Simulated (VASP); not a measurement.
Consider the following.

```
CELL_PARAMETERS angstrom
     -1.57043     1.57043     1.57043
      1.57043    -1.57043     1.57043
      1.57043     1.57043    -1.57043
ATOMIC_POSITIONS crystal
  Mo 0.00000 0.00000 0.00000
```

The numbers are results of PBE GGA with D4 dispersion, VASP's PBE PAW potentials (set 64) (plane waves; VASP 6.6.1), not measurements. Numerical set-up: 520 eV cut-off, 16×16×16 Γ-centred mesh, first-order Methfessel-Paxton smearing of 0.10 eV, potentials Mo_sv.

**Question.** The job: Mo (bcc), 1 atom, PBE-D4, static run, 520 eV, 16×16×16 Γ-centred mesh. Roughly how much core time does it take on a busy server core?

**Answer.** About 10 core-seconds (one run on a shared machine, a rough figure). It had 145 irreducible k-points, 11 bands, up to 430 plane waves and 13 electronic steps.

The compound is Mo in the bcc structure. It was relaxed first.
